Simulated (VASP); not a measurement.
Input:

```yaml
crystal:
  lattice:
    - [0.00000, 3.01282, 3.01282]
    - [3.01282, 0.00000, 3.01282]
    - [3.01282, 3.01282, 0.00000]
  atoms:
    - { symbol: Ca, position: [0.00000, 0.00000, 0.00000] }
    - { symbol: Se, position: [0.50000, 0.50000, 0.50000] }
```

Level of theory: revPBE GGA, VASP's PBE PAW potentials (set 64) (plane waves; VASP 6.6.1). Settings: 520 eV cut-off, 8×8×8 Γ-centred mesh, Gaussian smearing of 0.050 eV, potentials Ca_sv Se.

Estimate the energy per atom (σ→0), band gap (on the k-mesh) with the smallest direct gap where there is one.

| Item | Result |
|---|---|
| band gap (on the k-mesh) | 2.23 eV |
| smallest direct gap (on the k-mesh) | 3.10 eV |
| energy per atom (σ→0) | -4.488 eV/atom |

The absolute energy has meaning only against runs of the same code, potentials and settings.

The compound is CaSe in the rock salt structure. It was relaxed first, which changed the volume by +5 %.
